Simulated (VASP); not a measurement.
VASP ran on this input.

POSCAR:
```
Pt
1
    0.0000000000     1.9374423347     1.9374423347
    1.9374423347     0.0000000000     1.9374423347
    1.9374423347     1.9374423347     0.0000000000
Pt
1
Direct
  0.0000000000   0.0000000000   0.0000000000
```

### INCAR
```
# general
SYSTEM  = Pt
PREC    = Accurate
ENCUT   = 500
LREAL   = .FALSE.
LASPH   = .TRUE.

# electronic loop
EDIFF   = 1E-6
NELM    = 100
ALGO    = Normal   # blocked Davidson
LMAXMIX = 6   # l cut-off of mixed one-centre charges

# smearing
ISMEAR  = 1
SIGMA   = 0.1

# functional
GGA     = PS

# ions
IBRION  = 2
NSW     = 40
ISIF    = 3   # ions, shape and volume
EDIFFG  = -0.02   # ionic stop
PSTRESS = 200   # kbar

# output
LWAVE   = .FALSE.
LCHARG  = .FALSE.
```

File KPOINTS:
```
Automatic mesh
0
Gamma
16 16 16
0 0 0
```

POTCAR, in this order: Pt (PBE.64 set). Program: vasp_std.

Translate this PBEsol calculation to Quantum ESPRESSO's pw.x.

One equivalent input (not run):
```
&CONTROL
  calculation = 'vc-relax'
  pseudo_dir = './pseudo'
  outdir = './out'
  tprnfor = .true.
  tstress = .true.
  nstep = 40
  forc_conv_thr = 0.00078
/
&SYSTEM
  ibrav = 0
  nat = 1
  ntyp = 1
  ecutwfc = 84
  occupations = 'smearing'
  smearing = 'methfessel-paxton'
  degauss = 0.00735
  input_dft = 'pbesol'
/
&ELECTRONS
  conv_thr = 7.3e-08
  electron_maxstep = 100
/
&IONS
/
&CELL
  press = 200
/
ATOMIC_SPECIES
  Pt 195.084 Pt.upf
CELL_PARAMETERS angstrom
     0.0000000    1.9374423    1.9374423
     1.9374423    0.0000000    1.9374423
     1.9374423    1.9374423    0.0000000
ATOMIC_POSITIONS crystal
  Pt   0.0000000  0.0000000  0.0000000
K_POINTS automatic
  16 16 16 0 0 0
```
The two are equivalent in intent, not identical: the potentials are each code's own (VASP's PAW set, PseudoDojo norm-conserving files in pw.x), so ENCUT and ecutwfc are chosen apart and not converted; conv_thr bounds pw.x's estimated SCF error, while EDIFF bounds the energy change between steps; forc_conv_thr acts on force components and is met together with etot_conv_thr.

The compound is Pt in the fcc structure. This run relaxes it under an external pressure of 20 GPa. Symmetry was kept, so distortions that lower it aren't found.
